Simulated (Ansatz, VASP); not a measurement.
One calculation of TlSn, two programs

File INCAR:

```
SYSTEM = TlSn
ALGO = Normal
EDIFF = 1E-8
ENCUT = 520
GGA = CA
ISIF = 2
ISMEAR = -1
LASPH = .TRUE.
LCHARG = .FALSE.
LEFG = .TRUE.
LREAL = .FALSE.
LWAVE = .FALSE.
NBANDS = 20
NELM = 60
PREC = Accurate
SIGMA = 0.08
```

The input KPOINTS:

```
k-points
0
G
  9 9 8
  0 0 0
```

Contents of POSCAR:

```
TlSn
1.0
    3.6147298654      0.0000000000      0.0000000000
    0.0000000000      3.6147298654      0.0000000000
    0.0000000000      0.0000000000      4.3750000000
Tl Sn
1 1
Direct
    0.0000000000      0.0000000000      0.0000000000
    0.5000000000      0.5000000000      0.5000000000
```

Input for Ansatz:

```yaml
crystal:
  lattice:
    - [3.6147298654, 0.0, 0.0]
    - [0.0, 3.6147298654, 0.0]
    - [0.0, 0.0, 4.375]
  atoms:
    - { symbol: Tl, position: [0.0, 0.0, 0.0] }
    - { symbol: Sn, position: [0.5, 0.5, 0.5] }
kpoints:
  mp_grid: { grid: [9, 9, 8] }
  band_path:
    path:
      - [0.0, 0.0, 0.0]
      - [0.0, 0.5, 0.0]
      - [0.5, 0.5, 0.0]
      - [0.0, 0.0, 0.0]
      - [0.0, 0.0, 0.5]
      - [0.0, 0.5, 0.5]
      - [0.5, 0.5, 0.5]
      - [0.0, 0.0, 0.5]
      - [0.0, 0.5, 0.0]
    npoints: 14
scf:
  occupations: { method: fermi_dirac, width: 0.08 }
hamiltonian:
  xc: lda
  pseudopotentials: { kind: paw }
output:
  forces: true
  stress: true
  eigenvalues: true
  efg: { contact_densities: true }
  populations: true
  bader: true
  dos: { projected: true, de: 0.2, e_range: [-14, 8] }
  write_density: true
  write_potential: true
  elf: true
  volumetric_format: npy
```

Alike in both runs: task electric field gradients; functional LDA; k mesh 9 × 9 × 8; occupations fermi-dirac, width 0.08 eV; no spin polarisation.

```csv
,VASP,Ansatz
version,VASP 6.6.1,Ansatz 0.2.0
potentials or method,"VASP PAW LDA potentials, release 64 (Tl_d, Sn_d)","PAW with Ansatz's default frozen-core files, scalar-relativistic"
plane-wave cutoff (eV),520,420
valence electrons in the cell,27,27
```

|  | VASP | Ansatz | Ansatz less VASP |
| --- | --- | --- | --- |
| pressure (GPa) | -3.3 | -3.3 | -0.02 |
| largest component of the traceless stress (GPa) | 0.46 | 0.46 | +0.002 |
| Vzz of the field gradient on the site that differs most (V/Å²) | -9.6 | -8.3 | +1.35 |

Ansatz warned: «gradients_without_spin_orbit».

Spin-orbit coupling is left out, which matters for the levels of Tl.
